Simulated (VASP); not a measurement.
**ZrC: the relaxed cell at several levels**

Which functional gives the lattice of ZrC as experiment finds it, and is a dearer one worth its cost? The levels: PBE, LDA, r2SCAN and PBE + D3(BJ). The start is a cell from a database of measured crystal structures.

Method: PBE; plane waves and PAW (Zr_sv, C), in the first sound run; inputs show where later runs differ, in VASP 6.6.1.

This is a report of a sequence of runs, with most program output left out.

## Step 1: Starting point

Before any relaxation, the start is as follows. It takes space group Fm-3m (No. 225, cubic). The conventional cell has a = 4.700 Å, b = 4.700 Å, c = 4.700 Å, α = 90.00°, β = 90.00°, γ = 90.00°. Nearest to Zr lie 6 C at 2.35 Å. Nearest to C lie 6 Zr at 2.35 Å. Farther neighbours are not listed.

As a file:

```xyz
2
Lattice="0.0000 2.3502 2.3502 2.3502 0.0000 2.3502 2.3502 2.3502 0.0000" Properties=species:S:1:pos:R:3 pbc="T T T"
Zr    2.3502    2.3502    2.3502
C     0.0000    0.0000    0.0000
```

## Step 2: Relaxation with PBE

The start need not lie at this functional's minimum. ISIF = 3 frees volume, shape and positions, and EDIFFG sets the threshold on forces and stress at which the search stops. PBE, the usual starting point, adds the gradient of the density.

INCAR

```
SYSTEM = ZrC
PREC = Accurate
ENCUT = 560
EDIFF = 1E-06
NELM = 100
ISMEAR = -1
SIGMA = 0.05
LREAL = .FALSE.
ALGO = Normal
GGA = PE
NBANDS = 14
LASPH = .TRUE.
LORBIT = 11
LWAVE = .FALSE.
LCHARG = .FALSE.
KPAR = 2
IBRION = 2
NSW = 60
ISIF = 3
EDIFFG = -0.01
```

POSCAR

```
ZrC
1.0
    0.0000000000      2.3502110000      2.3502110000
    2.3502110000      0.0000000000      2.3502110000
    2.3502110000      2.3502110000      0.0000000000
Zr C
1 1
Direct
    0.5000000000      0.5000000000      0.5000000000
    0.0000000000      0.0000000000      0.0000000000
```

KPOINTS

```
Automatic mesh
0
Gamma
7 7 7
0 0 0
```

The projector-augmented-wave data sets are Zr_sv and C (PBE family, release 64).

Run with:

```
$ mpirun -np 2 vasp_std
```

The job ended after 14 s (2 MPI ranks of Intel Xeon Platinum 8375C at 2.90GHz (Ice Lake), shared host; peak memory 0.3 GiB).

The k-mesh is coarse for a metal. The run keeps the 48 symmetry operations of its start, so it cannot find a distortion of lower symmetry.

The steps of the relaxation:

| step | energy less that of the first step (eV) | largest force (eV/Å) | pressure (GPa) | volume (Å³) |
| --- | --- | --- | --- | --- |
| 1 | 0.0000 | 0.0000 | 1.38 | 25.96 |
| 2 | 0.0011 | 0.0000 | -2.16 | 26.39 |
| 3 | -0.0007 | 0.0000 | 0.01 | 26.12 |

```csv
"conventional cell, symmetrised",before,after,change
a (Å),4.700,4.710,+0.2 %
b (Å),4.700,4.710,+0.2 %
c (Å),4.700,4.710,+0.2 %
volume (Å³/atom),12.98,13.06,+0.6 %
```

The relaxed structure:

```
Zr C
1.0
     0.00000    2.35500    2.35500
     2.35500    0.00000    2.35500
     2.35500    2.35500    0.00000
Zr C
1 1
Direct
  0.50000 0.50000 0.50000
  0.00000 0.00000 0.00000
```

This step gave:

```
electrons                       : 16
bands                           : 14
irreducible k-points            : 20
symmetry operations             : 48
free energy (TOTEN)             : -19.46 eV
energy at zero smearing         : -19.46 eV
Fermi energy                    : 9.496 eV
pressure                        : 0.005322 GPa
metallic                        : yes
SCF cycles over all ionic steps : 28
```

It ends with forces that vanish by symmetry and a pressure of 0.01 GPa. The volume lies +0.6 % from that of the database's start. The conventional cell has a = 4.710 Å.

## Step 3: Relaxation with LDA

This step: LDA; plane waves and PAW (Zr_sv, C) (VASP 6.6.1).

LDA, the lowest rung, knows the local density alone.

INCAR, as its differences from that of step 2:

```diff
@@ -9,3 +9,3 @@
 ALGO = Normal
-GGA = PE
+GGA = CA
 NBANDS = 14
```

POSCAR is that of step 2.

KPOINTS is that of step 2.

Run with:

```
$ mpirun -np 2 vasp_std
```

Elapsed: 16 s, on 2 MPI ranks; peak memory 0.29 GiB.

The PAW data sets were made with PBE, though LDA sets exist; this is a small mismatch.

Step by step:

```
step  energy less that of the first step (eV)  largest force (eV/Å)  pressure (GPa)  volume (Å³)
   1                                   0.0000                0.0000           -7.75        25.96
   2                                   0.0473                0.0000           16.17        23.67
   3                                  -0.0214                0.0000           -0.15        25.12
   4                                  -0.0214                0.0000           -0.04        25.10
```

```csv
"conventional cell, symmetrised",before,after,change
a (Å),4.700,4.648,-1.1 %
b (Å),4.700,4.648,-1.1 %
c (Å),4.700,4.648,-1.1 %
volume (Å³/atom),12.98,12.55,-3.3 %
```

The relaxed structure:

```xyz
2
Lattice="0.0000 2.3239 2.3239 2.3239 0.0000 2.3239 2.3239 2.3239 0.0000" Properties=species:S:1:pos:R:3 pbc="T T T"
Zr    2.3239    2.3239    2.3239
C     0.0000    0.0000    0.0000
```

Numbers from this step:

* free energy (TOTEN): -21.33 eV
* energy at zero smearing: -21.33 eV
* Fermi energy: 9.726 eV
* pressure: -0.03740 GPa
* SCF cycles over all ionic steps: 35

It ends at 12.55 Å³/atom, -3.3 % from the start, with -0.04 GPa left. The conventional cell has a = 4.648 Å.

## Step 4: Relaxation with r2SCAN

This step: r2SCAN; plane waves and PAW (Zr_sv, C) (VASP 6.6.1).

r2SCAN adds the kinetic-energy density, costs more than a GGA and is run with LASPH.

INCAR, as its differences from that of step 3:

```diff
@@ -9,5 +9,5 @@
 ALGO = Normal
-GGA = CA
+METAGGA = R2SCAN
+LASPH = .TRUE.
 NBANDS = 14
-LASPH = .TRUE.
 LORBIT = 11
```

POSCAR is that of step 3.

KPOINTS is that of step 3.

Run with:

```
$ mpirun -np 2 vasp_std
```

Elapsed: 45 s, on 2 MPI ranks; peak memory 0.32 GiB; 88 s of CPU time.

The PAW data sets were made with PBE, which is usual practice but a small mismatch for other functionals.

Step by step:

```csv
step,energy less that of the first step (eV),largest force (eV/Å),pressure (GPa),volume (Å³)
1,0.0000,0.0000,1.78,25.96
2,0.0021,0.0000,-2.92,26.51
3,-0.0011,0.0000,0.00,26.16
```

```
conventional cell, symmetrised  before  after  change
                         a (Å)   4.700  4.712  +0.3 %
                         b (Å)   4.700  4.712  +0.3 %
                         c (Å)   4.700  4.712  +0.3 %
              volume (Å³/atom)   12.98  13.08  +0.8 %
```

The relaxed structure:

```
Zr C
1.0
     0.00000    2.35622    2.35622
     2.35622    0.00000    2.35622
     2.35622    2.35622    0.00000
Zr C
1 1
Cartesian
  2.3562 2.3562 2.3562
  0.0000 0.0000 0.0000
```

It ends at 13.08 Å³/atom, +0.8 % from the start, with 0.00 GPa left. The conventional cell has a = 4.712 Å.

## Step 5: Relaxation with PBE + D3(BJ)

This step: PBE with D3(BJ); plane waves and PAW (Zr_sv, C) (VASP 6.6.1).

A dispersion term adds the long-range attraction that semilocal functionals lack. D3 with Becke-Johnson damping keeps a finite attraction at short range.

INCAR, as its differences from that of step 4:

```diff
@@ -9,5 +9,6 @@
 ALGO = Normal
-METAGGA = R2SCAN
+GGA = PE
+IVDW = 12
+NBANDS = 14
 LASPH = .TRUE.
-NBANDS = 14
 LORBIT = 11
```

POSCAR is that of step 4.

KPOINTS is that of step 4.

Run with:

```
$ mpirun -np 2 vasp_std
```

It took 15 s on 2 MPI ranks; peak memory 0.32 GiB.

Dispersion corrections of this kind ignore metallic screening and tend to overbind metals.

The steps of the relaxation:

```
step  energy less that of the first step (eV)  largest force (eV/Å)  pressure (GPa)  volume (Å³)
   1                                   0.0000                0.0000           -3.76        25.96
   2                                   0.0092                0.0000            6.76        24.83
   3                                  -0.0052                0.0000           -0.02        25.53
```

```
conventional cell, symmetrised  before  after  change
                         a (Å)   4.700  4.674  -0.6 %
                         b (Å)   4.700  4.674  -0.6 %
                         c (Å)   4.700  4.674  -0.6 %
              volume (Å³/atom)   12.98  12.77  -1.7 %
```

The relaxed structure:

```
Zr C
1.0
     0.00000    2.33716    2.33716
     2.33716    0.00000    2.33716
     2.33716    2.33716    0.00000
Zr C
1 1
Direct
  0.50000 0.50000 0.50000
  0.00000 0.00000 0.00000
```

It ends at 12.77 Å³/atom, -1.7 % from the start, with -0.02 GPa left. The conventional cell has a = 4.674 Å. Against plain PBE, the dispersion term moves a by -0.8 %.

## Step 6: The cells as a table

This step: relaxed cells at several levels; plane waves and PAW (VASP 6.6.1).

This step runs nothing: it gathers the runs above.

Lengths are those of the conventional cell; cost is the wall time of each run, as given at its step, times its ranks, without the set-up around it. Results by level, by row:

| level | volume (Å³/atom) | change from the start (%) | a (Å) | cost (core minutes) |
| --- | --- | --- | --- | --- |
| PBE | 13.06 | 0.6 | 4.71 | 0.473 |
| LDA | 12.55 | -3.3 | 4.648 | 0.52 |
| r2SCAN | 13.08 | 0.8 | 4.712 | 1.5 |
| PBE + D3(BJ) | 12.77 | -1.7 | 4.674 | 0.507 |

## Step 7: Summary of results

| Item | Value |
| --- | --- |
| volume, PBE | 13.06 Å³/atom |
| volume, LDA | 12.55 Å³/atom |
| volume, r2SCAN | 13.08 Å³/atom |
| volume, PBE + D3(BJ) | 12.77 Å³/atom |

**Reading.** For ZrC the levels give volumes between 12.55 Å³/atom (LDA) and 13.08 Å³/atom (r2SCAN), a spread of 4.2 %, while the cost of the finished runs spans a factor of 3.2. Against the volume of the start, a cell from experiment, PBE comes nearest (+0.6 %) and LDA lies farthest (-3.3 %); thermal expansion is in that cell alone. Within 2 % of it: PBE, r2SCAN and PBE + D3(BJ). The costs hold the number of ionic steps as well as the price of the functional. Adding D3(BJ) to PBE changes the volume by -2.3 % (a by -0.8 %). Pairwise corrections of the D and TS kind ignore the screening in a metal, so they may overbind here. Within 0.02 Å all end in space group Fm-3m; the runs can't lower the symmetry of the start. The k-sampling is coarse for a metal, so the Fermi level, pressures and the shape of the cell carry errors. Each is a single relaxation on the plane waves of the start cell, so larger changes of volume carry a basis-set error that was not tested here. Zero-point and thermal expansion are not included.

[Lines on the potential files, build, host, timing and source positions are cut from VASP's logs without a mark.]

[Logs are printed without paths, hosts, clocks, repeated set-up lines and the standing remarks that a program may print on its own settings, such as how far it seeks lower states.]

[Hosts, paths, dates, database ids (printed as entryN), source tags and the programs' standing remarks are cut or masked in the printed files.]

[A measured line is paired with the nearest computed mode of its activity, which favours agreement.]
